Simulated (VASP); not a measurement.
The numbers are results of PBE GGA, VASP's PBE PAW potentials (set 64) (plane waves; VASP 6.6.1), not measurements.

VASP ran on this input.

File KPOINTS:
```
Automatic mesh
0
Gamma
6 6 6
0 0 0
```

File POSCAR:
```
SrTiO3
1.0
  3.9425509724   0.0000000000   0.0000000000
  0.0000000000   3.9425509724   0.0000000000
  0.0000000000   0.0000000000   3.9425509724
Sr Ti O
1 1 3
Cartesian
  0.0000000000   0.0000000000   0.0000000000
  1.9712754862   1.9712754862   1.9712754862
  1.9712754862   0.0000000000   1.9712754862
  0.0000000000   1.9712754862   1.9712754862
  1.9712754862   1.9712754862   0.0000000000
```

INCAR:
```
! general
SYSTEM   =  SrTiO3
PREC     =  Accurate
ENCUT    =  620   ! plane-wave cut-off (eV)
LREAL    =  .FALSE.
LASPH    =  .TRUE.

! electronic loop
EDIFF    =  1E-6
NELM     =  100   ! most electronic steps
ALGO     =  Normal
LMAXMIX  =  4

! smearing
ISMEAR   =  0   ! Gaussian
SIGMA    =  0.05   ! width (eV)

! functional
GGA      =  PE

! ions
IBRION   =  2
NSW      =  40
ISIF     =  3
EDIFFG   =  -0.02

! output
LWAVE    =  .FALSE.
LCHARG   =  .FALSE.
```

POTCAR, in this order: Sr_sv Ti_sv O (PBE.64 set). Program: vasp_std.

**Question.** What does the run give for the energy per atom (σ→0), volume per atom, band gap (on the k-mesh)?

**Answer.** 
```
Property                          Result
------------------------  --------------
energy per atom (σ→0)     -8022 meV/atom
band gap (on the k-mesh)         1.81 eV
volume per atom            12.23 Å³/atom
```

**OSZICAR**
```
...
DAV:   2    -0.401122233542E+02    0.95489E-03   -0.34945E-03  1104   0.614E-01    0.104E-01
DAV:   3    -0.401120751404E+02    0.14821E-03   -0.95047E-04  1176   0.200E-01    0.375E-02
DAV:   4    -0.401120760558E+02   -0.91533E-06   -0.19638E-04  1384   0.759E-02    0.347E-02
DAV:   5    -0.401120799927E+02   -0.39369E-05   -0.21827E-05  1560   0.463E-02    0.274E-02
DAV:   6    -0.401120840433E+02   -0.40506E-05   -0.87232E-06  1248   0.165E-02    0.149E-02
DAV:   7    -0.401120856059E+02   -0.15626E-05   -0.70722E-06  1448   0.154E-02    0.282E-03
DAV:   8    -0.401120854514E+02    0.15445E-06   -0.29892E-07   512   0.419E-03
   3 F= -.40112085E+02 E0= -.40112085E+02  d E =-.185269E-03
```

The compound is SrTiO3 in the cubic perovskite structure, the ideal cubic form; the compound distorts at low or room temperature. This run relaxes it. Symmetry was kept, so distortions that lower it aren't found.
